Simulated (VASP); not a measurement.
TiSn:

```
Ti Sn
1.0
     3.42900    0.00000    0.00000
    -1.71450    2.96960    0.00000
     0.00000    0.00000    5.54362
Ti Sn
1 1
Direct
  0.00000 0.00000 0.00000
  0.66667 0.33333 0.50000
```

The cell was built by a generator and needn't be a form met in nature.

| Quantity | Value |
| --- | --- |
| Program | VASP 6.6.1 |
| Task | relaxation of cell and atoms |
| Functional | PBE |
| Potentials or basis | VASP PAW PBE potentials, release 64 (Ti_sv, Sn_d) |
| Cutoff | 520 eV |
| k mesh | 7 × 7 × 4 |
| Occupations | gaussian, width 0.15 eV |
| Spin | no spin polarisation |

At the start: pressure -14.2 GPa; volume 28.22 Å³/atom.

Question: Where does the relaxation end?

Answer: Over 6 steps the energy falls by 581.9 meV/atom and the volume is 20.03 Å³/atom (-29.0 %); space group P-6m2 (No. 187, to 0.05 Å).

Step by step:
```
step  energy change (eV)  largest force (eV/Å)  pressure (GPa)  volume (Å³)
   1              0.0000                0.0000          -14.21        56.45
   2             -1.1052                0.0000            4.38        38.33
   3             -1.1239                0.0000            1.33        39.64
   4             -1.1234                0.0000           -0.03        40.12
   5             -1.1600                0.0000            0.10        40.10
   6             -1.1637                0.0000            0.29        40.07
```

Final structure:
```yaml
crystal:
  lattice:
    - [3.17499, 0.00000, 0.00000]
    - [-1.58749, 2.74962, 0.00000]
    - [0.00000, 0.00000, 4.58969]
  atoms:
    - { symbol: Ti, position: [0.00000, 0.00000, 0.00000] }
    - { symbol: Sn, position: [0.66667, 0.33333, 0.50000] }
```

Caveat: the volume moved by over 15 % at a fixed basis, so the end points are rough.
